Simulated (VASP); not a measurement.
Something may be wrong with this VASP 6.6.1 calculation of Rb2Mg.

File INCAR:

```
SYSTEM = Rb2Mg
PREC = Accurate ; ENCUT = 120
EDIFF = 1E-6 ; ISMEAR = -5
SIGMA = 0.05 ; LREAL = .FALSE.
LASPH = .TRUE. ; NELM = 72
ALGO = Fast ; ISIF = 2
LWAVE = .FALSE. ; LCHARG = .TRUE.
MAGMOM = 0 0 0 0 0 0 0 0 0 0 0 0 0 0 0 0 0 0 ; LORBIT = 11
LSORBIT = .TRUE. ; GGA_COMPAT = .FALSE.
GGA = RP ; IVDW = 13
LVHAR = .TRUE.
```

Contents of KPOINTS:

```
Automatic mesh
0
G
  4 4 4
  0 0 0
```

Contents of POSCAR:

```
Rb2Mg
1.0
   -5.1325358953      5.1325358953      3.6743939203
    5.1325358953     -5.1325358953      3.6743939203
    5.1325358953      5.1325358953     -3.6743939203
Rb Mg
4 2
Cartesian
   -1.6993929000      3.4331429953      3.6743939203
    6.8319287953      1.6993929000      0.0000000000
    1.6993929000      3.4331429953      0.0000000000
    3.4331429953      1.6993929000      3.6743939203
    0.0000000000      0.0000000000      1.8371969602
    0.0000000000      0.0000000000      5.5115908804
```

Potentials or basis: VASP PAW PBE potentials, release 64 (Rb_sv, Mg).

Command:

```sh
$ cat potpaw_PBE.64/Rb_sv/POTCAR potpaw_PBE.64/Mg/POTCAR > POTCAR
$ mpirun -np 1 vasp_ncl > vasp.out
```

OUTCAR:

```text
SYSTEM = Rb2Mg
   PREC = Accurate
   ENCUT = 120
   EDIFF = 1E-6
   ISMEAR = -5
   LREAL = .FALSE.
   LASPH = .TRUE.
   NELM = 72
   ISIF = 2
   LORBIT = 11
   LSORBIT = .TRUE.
   GGA = RP
   IVDW = 13

 ion  position               nearest neighbor table
   1  0.834  0.334  0.169-   6 4.25   5 4.25   6 4.25   5 4.25   2 4.42   2 4.42   2 4.81   3 5.01
                             4 5.01   4 5.01   3 5.01   3 5.42   4 5.42   3 5.42   4 5.42
   2  0.166  0.666  0.831-   6 4.25   5 4.25   5 4.25   6 4.25   1 4.42   1 4.42   1 4.81   3 5.01
                             4 5.01   4 5.01   3 5.01   3 5.42   4 5.42   3 5.42   4 5.42
   3  0.334  0.166  0.500-   6 4.25   5 4.25   5 4.25   6 4.25   4 4.42   4 4.42   4 4.81   2 5.01
                             1 5.01   2 5.01   1 5.01   1 5.42   1 5.42   2 5.42   2 5.42
   4  0.666  0.834  0.500-   6 4.25   5 4.25   5 4.25   6 4.25   3 4.42   3 4.42   3 4.81   2 5.01
[... 390 lines left out ...]
    6        0.256   0.054   0.001   0.311
--------------------------------------------------
tot          8.330  20.135   0.041  28.506

 magnetization (x)

# of ion       s       p       d       tot
------------------------------------------
    1        0.000  -0.000   0.000  -0.000
    2        0.000  -0.000   0.000   0.000
    3       -0.000   0.000   0.000   0.000
    4       -0.000   0.000   0.000   0.000
    5        0.000  -0.000  -0.000  -0.000
    6        0.000  -0.000  -0.000  -0.000
--------------------------------------------------
tot         -0.000  -0.000  -0.000  -0.000

 magnetization (y)

# of ion       s       p       d       tot
------------------------------------------
    1        0.000   0.000  -0.000   0.000
    2       -0.000   0.000  -0.000   0.000
    3        0.000  -0.000   0.000  -0.000
    4        0.000  -0.000   0.000  -0.000
    5        0.000   0.000   0.000   0.000
    6        0.000   0.000  -0.000   0.000
--------------------------------------------------
tot          0.000   0.000  -0.000   0.000

 magnetization (z)

# of ion       s       p       d       tot
------------------------------------------
    1       -0.000  -0.000   0.000  -0.000
    2        0.000   0.000   0.000   0.000
    3        0.000   0.000  -0.000   0.000
    4        0.000   0.000  -0.000  -0.000
    5        0.000  -0.000   0.000  -0.000
    6        0.000   0.000   0.000   0.000
--------------------------------------------------
tot          0.000  -0.000  -0.000  -0.000
```

On the terminal:

```text
POSCAR found type information on POSCAR RbMg
[... 33 lines left out ...]
 -----------------------------------------------------------------------------
```

**Question.** What happened, and what is wrong with the input?

**Answer.** Self-consistency was reached. The input holds a flaw that was put in on purpose: cutoff far too low (ENCUT = 120). The program doesn't stop on it, so the numbers can't be trusted though the run ends normally.
